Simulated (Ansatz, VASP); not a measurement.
# Cross-check of Pd16S (Pd(100)) between VASP and Ansatz, part 2 of 2

One calculation is typed for both programs; each brings its own data sets and cutoff. How far apart do they land? The structure shown is the end of the VASP relaxation below.

VASP 6.6.1 and Ansatz 0.2.0.

So far: The starting structure; VASP: relaxation, PBEsol.

## Step 3: Ansatz: single point, PBEsol

Level of this step: Ansatz beside VASP: Kohn-Sham DFT, plane waves, PBEsol (Ansatz).

Ansatz runs on its default PAW (the set named soft_2) files.

The same cell, functional, mesh and smearing now go to Ansatz, which takes its cutoff from its data sets.

input.yaml reads:

```yaml
crystal:
  lattice:
    - [5.47541434, 0.0, 0.0]
    - [0.0, 5.47541434, 0.0]
    - [0.0, 0.0, 20.80755391]
  atoms:
    - { symbol: Pd, position: [0.25, 0.25, 0.36044602] }
    - { symbol: Pd, position: [0.75, 0.25, 0.36044602] }
    - { symbol: Pd, position: [0.25, 0.75, 0.36044602] }
    - { symbol: Pd, position: [0.75, 0.75, 0.36044602] }
    - { symbol: Pd, position: [0.0, 0.0, 0.45348201] }
    - { symbol: Pd, position: [0.5, 0.0, 0.45348201] }
    - { symbol: Pd, position: [0.0, 0.5, 0.45348201] }
    - { symbol: Pd, position: [0.5, 0.5, 0.45348201] }
    - { symbol: Pd, position: [0.25, 0.25, 0.54461998] }
    - { symbol: Pd, position: [0.75, 0.25, 0.54741728] }
    - { symbol: Pd, position: [0.25, 0.75, 0.54741728] }
    - { symbol: Pd, position: [0.75, 0.75, 0.54877921] }
    - { symbol: Pd, position: [0.99711064, 0.99711064, 0.64189119] }
    - { symbol: Pd, position: [0.50288936, 0.99711064, 0.64189119] }
    - { symbol: Pd, position: [0.99711064, 0.50288936, 0.64189119] }
    - { symbol: Pd, position: [0.50288936, 0.50288936, 0.64189119] }
    - { symbol: S, position: [0.25, 0.25, 0.69794] }
hamiltonian:
  xc: pbesol
  pseudopotentials: { kind: paw }
kpoints:
  mp_grid: { grid: [4, 4, 1] }
scf:
  occupations: { method: methfessel_paxton, width: 0.15 }
  n_extra_bands: 8
efield:
  axis: 3
  dipole_correction: true
  ramp_width: 0.04
output:
  forces: true
  eigenvalues: true
```

Started as:

```
> ansatz run input.yaml --threads 8 --pin off --max-ram 18432MiB --backend cpu --events-out ev --progress --plain --runs-dir out
```

Numbers of over 12 decimals in the logs are rounded to 6 here.

The program printed:

```text
scf.n_extra_bands = 8 over 147 filled bands (N_el = 294.0): the run solves 155 bands
Engine: ansatz 0.2.0, aarch64-unknown-linux-gnu
Pseudopotentials: kind: paw
Pseudopotential: Pd, paw, valence charge 18, recommended cutoff 420 eV (normal), Pd.paw.azcp
Pseudopotential: S, paw, valence charge 6, recommended cutoff 420 eV (normal), S.paw.azcp
Functional definition: PBEsol
  exchange = pbesol_x
  correlation = pbesol_c
Crystal: 17 atoms, lattice volume = 623.814 Å³
Basis set: ecut = 420 eV, 12185 PW (Γ), exchange–correlation on 80×80×288 points (8 copies of the dense FFT grid, shifted against one another)
Bands: 155, of which v1, the nominal top of the filled ones, is band 147 counted from 1 (146 counted from 0)
Symmetry: 8 space group operations
Space group: P4mm (ITA 99), of the structure as read, at distance tolerance 8.5e-5 Å
k-points: 6 of 16
Non-local potential: Pd, projectors of the file, l = 0: 2, l = 1: 2, l = 2: 2, l = 3: 1
Non-local potential: S, projectors of the file, l = 0: 2, l = 1: 2, l = 2: 2
PAW form: soft (Blöchl's): semilocal exchange-correlation on the pseudo side does not see the compensation charge
PAW frozen core: Pd, regenerated for the run's functional, and the local potential with it (the file was generated under x = pbe(κ = 0.804, μ = 0.219515), c = pbe(β = 0.066725))
PAW frozen core: S, regenerated for the run's functional, and the local potential with it (the file was generated under x = pbe(κ = 0.804, μ = 0.219515), c = pbe(β = 0.066725))
PAW one-centre angular grid: Pd, 590 points (default); XC on 64 Gauss nodes
PAW one-centre angular grid: S, 110 points (default); XC on 64 Gauss nodes
Initial density: superposition of atomic densities (neutral atoms: chi_scale 0, normalization atom), corrected by the library's trained network
Initial wavefunctions: pseudopotential atomic-orbital guess
Functional: x = pbesol(κ = 0.804, μ = 0.123457), c = pbesol(β = 0.046)
SCF iter   1: F=—  HF=-111387.009649 eV  |F-HF|=—  |Δ(HF+E_count)|=         —  Δρ=1.28e-2  dr2=4.36e0  ethr=1.77e-3  p=0.011 e·Å  D=3.05e-3 V/Å  ΔV_dip=-0.06 eV  dr2_dipole=2.33e-1  V_vac-E_F(+/−)=4.82/4.88 eV  ⟨swp⟩=7.0  Hψ=3937  notcnv=0
efield: sawtooth ramp at fractional position 0.0092 (placed from the atoms, in the widest stretch of the axis that holds none; the zero of the levels goes with the place), width 0.0400; the density the first Hamiltonian is built on has a dipole p = 0.011 e·Å; the dipole correction subtracts the counter field D = 3.05e-3 V/Å, which shifts the + side's vacuum level by -0.06 eV against the − side's; the planar-averaged density in the ramp window peaks in size at 3.4e-5 e/Å³
preconditioner: auto → LDOS  [metal: Δε(μ)=0.011 eV  Ē_g=3.408 eV  σ=0.150 eV  W_gap=0.06  n_scr=138 (ndim 8)  ℏωp=19.2 eV  f_vac=0.550  D(μ)=36.62/eV (n_scr^D=348)  β→1.0]
SCF iter   2: F=—  HF=-111386.896731 eV  |F-HF|=—  |Δ(HF+E_count)|=   1.13e-1  S|Δr|=    0.00e0  Δρ=1.06e-2  dr2=8.07e-1  ethr=1.48e-3  p=-0.012 e·Å  D=-3.43e-3 V/Å  ΔV_dip=0.07 eV  dr2_dipole=4.14e-4  V_vac-E_F(+/−)=5.39/5.32 eV  ⟨swp⟩=2.2  Hψ=1580  notcnv=0
SCF iter   3: F=—  HF=-111386.781812 eV  |F-HF|=—  |Δ(HF+E_count)|=   1.15e-1  S|Δr|=    0.00e0  Δρ=4.06e-3  dr2=3.68e-1  ethr=2.75e-4  p=-0.021 e·Å  D=-6.00e-3 V/Å  ΔV_dip=0.12 eV  dr2_dipole=6.04e-4  V_vac-E_F(+/−)=5.31/5.18 eV  ⟨swp⟩=2.0  Hψ=1427  notcnv=0
SCF iter   4: F=—  HF=-111386.771651 eV  |F-HF|=—  |Δ(HF+E_count)|=   1.02e-2  S|Δr|=    0.00e0  Δρ=1.97e-3  dr2=8.90e-2  ethr=1.25e-4  p=-0.025 e·Å  D=-7.21e-3 V/Å  ΔV_dip=0.15 eV  dr2_dipole=5.12e-3  V_vac-E_F(+/−)=5.37/5.22 eV  ⟨swp⟩=1.0  Hψ=930  notcnv=0
SCF iter   5: F=—  HF=-111386.768914 eV  |F-HF|=—  |Δ(HF+E_count)|=   2.74e-3  S|Δr|=    0.00e0  Δρ=1.14e-3  dr2=3.03e-2  ethr=3.03e-5  p=-0.024 e·Å  D=-6.95e-3 V/Å  ΔV_dip=0.14 eV  dr2_dipole=6.81e-3  V_vac-E_F(+/−)=5.39/5.24 eV  ⟨swp⟩=1.8  Hψ=1331  notcnv=0
SCF iter   6: F=—  HF=-111386.768479 eV  |F-HF|=—  |Δ(HF+E_count)|=   4.36e-4  S|Δr|=    0.00e0  Δρ=4.64e-4  dr2=3.62e-3  ethr=1.03e-5  p=-0.021 e·Å  D=-6.16e-3 V/Å  ΔV_dip=0.13 eV  dr2_dipole=4.92e-4  V_vac-E_F(+/−)=5.36/5.23 eV  ⟨swp⟩=1.0  Hψ=930  notcnv=0
SCF iter   7: F=—  HF=-111386.768581 eV  |F-HF|=—  |Δ(HF+E_count)|=   1.02e-4  S|Δr|=    0.00e0  Δρ=2.04e-4  dr2=5.30e-4  ethr=1.23e-6  p=-0.020 e·Å  D=-5.91e-3 V/Å  ΔV_dip=0.12 eV  dr2_dipole=3.79e-5  V_vac-E_F(+/−)=5.35/5.23 eV  ⟨swp⟩=2.0  Hψ=1295  notcnv=0
SCF iter   8: F=—  HF=-111386.768527 eV  |F-HF|=—  |Δ(HF+E_count)|=   5.41e-5  S|Δr|=    0.00e0  Δρ=1.15e-4  dr2=1.63e-4  ethr=1.80e-7  p=-0.021 e·Å  D=-5.95e-3 V/Å  ΔV_dip=0.12 eV  dr2_dipole=5.07e-7  V_vac-E_F(+/−)=5.35/5.23 eV  ⟨swp⟩=1.7  Hψ=1040  notcnv=0
SCF iter   9: F=—  HF=-111386.768518 eV  |F-HF|=—  |Δ(HF+E_count)|=   8.71e-6  S|Δr|=    0.00e0  Δρ=6.53e-5  dr2=4.31e-5  ethr=5.53e-8  p=-0.021 e·Å  D=-6.01e-3 V/Å  ΔV_dip=0.13 eV  dr2_dipole=4.07e-9  V_vac-E_F(+/−)=5.36/5.23 eV  ⟨swp⟩=2.0  Hψ=1372  notcnv=0
SCF iter  10: F=—  HF=-111386.768611 eV  |F-HF|=—  |Δ(HF+E_count)|=   9.26e-5  S|Δr|=    0.00e0  Δρ=2.90e-5  dr2=1.15e-5  ethr=1.47e-8  p=-0.021 e·Å  D=-6.03e-3 V/Å  ΔV_dip=0.13 eV  dr2_dipole=3.12e-7  V_vac-E_F(+/−)=5.36/5.23 eV  ⟨swp⟩=2.0  Hψ=1421  notcnv=0
SCF iter  11: F=—  HF=-111386.768611 eV  |F-HF|=—  |Δ(HF+E_count)|=   9.06e-8  S|Δr|=    0.00e0  Δρ=1.56e-5  dr2=3.26e-6  ethr=3.91e-9  p=-0.021 e·Å  D=-6.03e-3 V/Å  ΔV_dip=0.13 eV  dr2_dipole=1.53e-7  V_vac-E_F(+/−)=5.36/5.23 eV  ⟨swp⟩=2.2  Hψ=1426  notcnv=0
SCF iter  12: F=—  HF=-111386.768611 eV  |F-HF|=—  |Δ(HF+E_count)|=   2.64e-7  S|Δr|=    0.00e0  Δρ=7.80e-6  dr2=8.40e-7  ethr=1.11e-9  p=-0.021 e·Å  D=-6.03e-3 V/Å  ΔV_dip=0.13 eV  dr2_dipole=2.44e-10  V_vac-E_F(+/−)=5.36/5.23 eV  ⟨swp⟩=2.0  Hψ=1417  notcnv=0
SCF iter  13: F=—  HF=-111386.768611 eV  |F-HF|=—  |Δ(HF+E_count)|=   1.75e-7  S|Δr|=    0.00e0  Δρ=3.55e-6  dr2=1.61e-7  ethr=2.86e-10  p=-0.021 e·Å  D=-6.02e-3 V/Å  ΔV_dip=0.13 eV  dr2_dipole=4.13e-9  V_vac-E_F(+/−)=5.36/5.23 eV  ⟨swp⟩=2.0  Hψ=1392  notcnv=0
SCF iter  14: F=-111386.768611 eV  HF=-111386.768611 eV  |F-HF|=6.88e-9  |Δ(HF+E_count)|=   3.66e-8  S|Δr|=    0.00e0  Δρ=2.06e-6  dr2=5.79e-8  ethr=3.40e-11  p=-0.021 e·Å  D=-6.02e-3 V/Å  ΔV_dip=0.13 eV  dr2_dipole=4.52e-9  V_vac-E_F(+/−)=5.36/5.23 eV  ⟨swp⟩=4.8  Hψ=3466  notcnv=0
SCF 1 converged in 14 iterations: F = -111386.768611 eV  dr2 = 5.79e-8
  greatest PAW one-centre occupation: 0.999 electrons in one spin orbital (limit 2), on the Pd atom at site 0 (counted from 0), in its partial waves of l = 0
SCF converged after 14 iterations
Stability not checked: this state was not tested for a lower state beside it, because cold or Methfessel-Paxton smearing, or corrected tetrahedra, fill the levels in a way that the test cannot read (fill_not_monotonic; see scf.lower_state_search)
Free energy (F): -111386.768611 eV
Harris-Foulkes:  -111386.768611 eV  (|F-HF|=6.88e-9)
Internal energy: -111386.731750 eV  (E = F + TS)
E sigma→0 (E₀):  -111386.759396 eV
Entropy (-TS):   -0.036862 eV (-2.168 meV/atom)
Fermi energy:    4.531872 eV
Step filling:    the computed levels leave a gap of 0.0000 eV = 0.0 smearing widths at the electron count; against every level under it full and every level over it empty, smearing changes F+E_penalty+E_count by +2.151 meV and its σ→0 estimate by +11.366 meV
Dipole field:    D = -0.005969 V/Å  (p = -0.020578 e·Å, saw-weighted, corrected)
Work function:   Φ+ = 5.3554 eV   Φ− = 5.2312 eV
Levels:          The Fermi level and band energies are counted from a zero that moves with the ramp; work functions are not
--- Per-component energies (eV) ---
  E_band       = -6565.168052
  E_kinetic    = 8321.216558
  E_local      = -380127.844737  (includes V_loc(G=0)·N_el)
  E_nonlocal   = 3543.023112
  E_hartree    = 185219.451668
  E_xc         = -2770.255818
  E_vxc        = -3454.199220  (∫ρ·V_xc dr)
  E_paw        = -59545.902821  (= ΣΔE_a)
  E_vpaw       = -5285.360409  (= ΣTr[D̂ρ^β])
  E_aug_tail   = 0.003526  (compensation charges beyond the density's cutoff)
  E_efield     = 0.000061  (sawtooth field / dipole correction)
  E_vefield    = -0.892638  (∫n·V_field dr)
  E_ewald      = 133968.674366
  E_core_change = 4.902335  (= ΣΔE_core)
  E_smearing   = -0.036862  (= −TS)
  E_closure    = 0.000000  (closes the sum)
  Σ components = -111386.768611   (vs F -111386.768611, Δ=0.00e0)
--- Forces (eV/Å), atoms counted from 1 ---
  atom   1  Pd    -0.00000000    -0.00000000    -0.03264166
  atom   2  Pd     0.00000000     0.00000000     0.20808575
  atom   3  Pd     0.00000000    -0.00000000     0.20808575
  atom   4  Pd     0.00000000     0.00000000     0.21164938
  atom   5  Pd    -0.05530784    -0.05530784    -0.15708247
  atom   6  Pd     0.05530784    -0.05530784    -0.15708247
  atom   7  Pd    -0.05530784     0.05530784    -0.15708247
  atom   8  Pd     0.05530784     0.05530784    -0.15708247
  atom   9  Pd    -0.00000000     0.00000000    -0.01239672
  atom  10  Pd    -0.00000000     0.00000000    -0.02799345
  atom  11  Pd    -0.00000000     0.00000000    -0.02799345
  atom  12  Pd    -0.00000000     0.00000000    -0.00664400
  atom  13  Pd     0.00415003     0.00415003     0.04054122
  atom  14  Pd    -0.00415003     0.00415003     0.04054122
  atom  15  Pd     0.00415003    -0.00415003     0.04054122
  atom  16  Pd    -0.00415003    -0.00415003     0.04054122
  atom  17  S     -0.00000000    -0.00000000    -0.05397705
  max |Σ_I F_I| component: 9.55e-6 eV/Å
--- Band table (eV; the first three rows and the last of 6) ---
  k-point 0: bands = [... 143 lower, 4.5493, 4.6732, 4.8099, 4.8813, 4.8835, 5.0201, 5.0201, 5.1927, ... 4 higher]
  k-point 1: bands = [... 143 lower, 4.4160, 4.4483, 4.4869, 4.5759, 4.6345, 4.6457, 4.7525, 4.8777, ... 4 higher]
  k-point 2: bands = [... 143 lower, 4.4122, 4.4295, 4.4737, 4.5634, 4.5639, 4.5680, 4.5874, 5.0314, ... 4 higher]
  k-point 5: bands = [... 143 lower, 3.8773, 4.0352, 4.3440, 4.3440, 4.4829, 4.5189, 4.6739, 4.6739, ... 4 higher]
```

It took 16 s on 8 threads of Arm Neoverse N1, shared host; peak memory 2.4 GiB.

## Step 4: Comparison

Known differences besides the potentials themselves: the data sets hold 294 valence electrons in Ansatz (default PAW (the set named soft_2) files) and 166 in VASP; the cutoff is 420 eV in Ansatz and 320 eV in VASP (PREC = Normal, projectors in real space); Ansatz makes its cores anew for this functional, VASP keeps those of its PBE data sets. Total energies have different zeros and are not compared.

Forces on 10 of the 17 atoms, those with the largest forces and the largest differences (eV/Å; atoms numbered as in POSCAR):

```csv
atom,"Ansatz x, y, z","VASP x, y, z"
Pd2,"0.000, 0.000, 0.208","0.000, 0.000, 0.220"
Pd3,"0.000, 0.000, 0.208","0.000, 0.000, 0.220"
Pd4,"0.000, 0.000, 0.212","0.000, 0.000, 0.224"
Pd5,"-0.055, -0.055, -0.157","-0.053, -0.053, -0.163"
Pd6,"0.055, -0.055, -0.157","0.053, -0.053, -0.163"
Pd7,"-0.055, 0.055, -0.157","-0.053, 0.053, -0.163"
Pd8,"0.055, 0.055, -0.157","0.053, 0.053, -0.163"
Pd13,"0.004, 0.004, 0.041","-0.002, -0.002, 0.017"
Pd15,"0.004, -0.004, 0.041","-0.002, 0.002, 0.017"
S17,"0.000, 0.000, -0.054","0.000, 0.000, -0.019"
```

The forces differ by 10 meV/Å r.m.s., which is 13.6 % of the r.m.s. force of 0.07 eV/Å (both taken over all components, held atoms included).

## Step 5: What came out

```
r.m.s. force difference (single point, PBEsol) : 10 meV/Å
```

The r.m.s. force difference is 10 meV/Å (single point, PBEsol), within the 12 meV/Å picked in this series as the mark of a large difference. How closely two codes agree says nothing of how well the functional describes the real material.

[Lines on the potential files, build, host, timing and source positions are cut from VASP's logs without a mark.]

[Logs are printed without paths, hosts, clocks, repeated set-up lines and the standing remarks that a program may print on its own settings, such as how far it seeks lower states.]

[Hosts, paths, dates, database ids (printed as entryN), source tags and the programs' standing remarks are cut or masked in the printed files.]
